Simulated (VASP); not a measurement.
A VASP calculation is set up with these files.

**INCAR**
```
SYSTEM = GeS
PREC = Accurate
ENCUT = 400
EDIFF = 1E-7
NELM = 100
ALGO = Normal
LREAL = .FALSE.
LASPH = .TRUE.
ISMEAR = -5
GGA = PS
LMAXMIX = 4
LWAVE = .FALSE.
LCHARG = .TRUE.
LORBIT = 11
NEDOS = 601
ISIF = 2
LEFG = .TRUE.
```

KPOINTS:
```
Automatic mesh
0
Gamma
7 7 7
0 0 0
```

### POSCAR
```
GeS
1.0
  1.9069680283  -5.2523693532   0.0000000000
  1.9069680283   5.2523693532   0.0000000000
  0.0000000000   0.0000000000   3.7825073135
Ge S
2 2
Cartesian
  1.9069680283  -3.8891811545   0.9456268284
  1.9069680283   3.8891811545   2.8368804851
  1.9069680283  -1.5088477922   0.9456268284
  1.9069680283   1.5088477922   2.8368804851
```

POTCAR, in this order: Ge_d S (PBE.64 set). Program: vasp_std.

Problem. Write an equivalent input for Quantum ESPRESSO's pw.x.

Solution. One equivalent input (not run):
```
&CONTROL
  calculation = 'scf'
  pseudo_dir = './pseudo'
  outdir = './out'
  tprnfor = .true.
  tstress = .true.
/
&SYSTEM
  ibrav = 0
  nat = 4
  ntyp = 2
  ecutwfc = 78
  occupations = 'tetrahedra'
  input_dft = 'pbesol'
/
&ELECTRONS
  conv_thr = 7.3e-09
  electron_maxstep = 100
/
ATOMIC_SPECIES
  Ge 72.630 Ge.upf
  S 32.060 S.upf
CELL_PARAMETERS angstrom
     1.9069680   -5.2523694   -0.0000000
     1.9069680    5.2523694    0.0000000
     0.0000000    0.0000000    3.7825073
ATOMIC_POSITIONS crystal
  Ge   0.8702311  0.1297689  0.2500000
  Ge   0.1297689  0.8702311  0.7500000
  S    0.6436350  0.3563650  0.2500000
  S    0.3563650  0.6436350  0.7500000
K_POINTS automatic
  7 7 7 0 0 0
```
What does not carry over: the potentials are each code's own (VASP's PAW set, PseudoDojo norm-conserving files in pw.x), so ENCUT and ecutwfc are chosen apart and not converted; conv_thr bounds pw.x's estimated SCF error, while EDIFF bounds the energy change between steps; the field gradients of LEFG aren't asked of the other code.

The structure comes from a computed database's GeS entry (Cmcm); how it stands against other phases isn't given here. It was relaxed first, which changed the volume by -8 %.
